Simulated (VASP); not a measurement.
# Ca2P2H9O12 (a cell with a defect): single point with LDA

Ca2P2H9O12 (a cell with a defect):

```
Ca H P O
1.0
     3.16349   -7.56420    0.00000
     3.16349    7.56420    0.00000
    -2.79385    0.00000    5.08458
Ca H P O
2 9 2 12
Direct
  0.95020 0.59453 0.75739
  0.53400 0.88546 0.21455
  0.70415 0.36590 0.11307
  0.36466 0.70728 0.63771
  0.95643 0.96183 0.06325
  0.04912 0.07750 0.64318
  0.06525 0.91952 0.27768
  0.77593 0.91477 0.62377
  0.63362 0.56535 0.41628
  0.39703 0.27940 0.31297
  0.30466 0.43413 0.82727
  0.40737 0.05597 0.73432
  0.05010 0.40689 0.23369
  0.57940 0.32105 0.96643
  0.33470 0.59322 0.49929
  0.54611 0.11339 0.56510
  0.11395 0.56522 0.08481
  0.13260 0.91576 0.60296
  0.93354 0.14683 0.12890
  0.38574 0.88536 0.85334
  0.89451 0.37625 0.38117
  0.06746 0.94470 0.12046
  0.92766 0.08375 0.62056
  0.57216 0.43758 0.48657
  0.46625 0.57400 0.00675
```

```yaml
Program: VASP 6.6.1
Task: single point
Functional: LDA
Potentials_or_basis: VASP PAW LDA potentials, release 64 (Ca_sv, H, P, O)
Cutoff: 520 eV
k_mesh: 2 × 2 × 2
Occupations: fermi-dirac, width 0.05 eV
Spin: no spin polarisation
```

```yaml
Largest_force: 4.266 eV/Å
Band_gap_on_the_k_mesh: 2.88 eV, direct
```

Forces on the atoms (eV/Å):
```
Ca  -0.828  0.433 -0.541
Ca   1.234 -1.316  0.772
H   -0.003 -0.890  1.631
H    0.062  1.596  2.015
H    0.201 -0.175  0.767
H   -0.240  0.630 -0.258
H   -0.683 -0.037  0.809
H    1.561  0.488  0.396
H   -0.462 -0.116  0.307
H    0.173 -0.575  1.626
H    1.049 -0.327  2.143
P   -0.758 -1.234 -0.786
P   -1.226 -1.730  3.702
O    0.162  0.799 -0.366
O    0.099 -0.921 -4.105
O   -0.864  0.088  0.217
O   -1.470  0.030 -0.064
O    0.790 -0.274  0.174
O    0.719  0.697 -1.116
O    0.791  1.652 -0.567
O    1.110  0.767 -1.398
O    0.667 -0.299 -1.356
O   -2.034 -1.255 -0.488
O    0.584  0.999 -2.395
O   -0.636  0.969 -1.120
```

Levels at points of the mesh, in eV from the valence-band top:
```tsv
k point	band 54	band 55	band 56	band 57	band 58	band 59
(0.00, 0.00, 0.00)	-1.64	-0.19	0.00	2.88	4.87	5.12
(0.50, 0.00, 0.00)	-1.69	-0.18	-0.04	4.45	4.77	5.21
(0.00, 0.50, 0.00)	-1.69	-0.23	-0.04	4.40	4.87	5.12
(0.50, 0.50, 0.00)	-1.65	-0.27	0.00	3.66	4.19	5.12
(0.00, 0.00, 0.50)	-1.94	-0.20	-0.02	4.41	4.75	5.25
(0.50, 0.00, 0.50)	-1.95	-0.21	-0.08	4.25	4.75	5.14
(0.00, 0.50, 0.50)	-1.89	-0.22	-0.07	4.29	4.90	5.20
(0.50, 0.50, 0.50)	-1.87	-0.20	-0.01	4.52	4.90	5.15
```

It took 5.6 min on 1 thread of Intel(R) Xeon(R) Platinum 8559C (Emerald Rapids), on a shared host, peak memory 0.41 GiB.

Caveat: the k mesh is coarse (spacing up to 0.62 Å⁻¹), so the values aren't converged; the cell carries a net charge on a neutralising background, which shifts energy and pressure; the cell is charged against a uniform background, so pressure and absolute levels hang on convention. A hybrid or GW would open this gap; LDA tends to underestimate it.
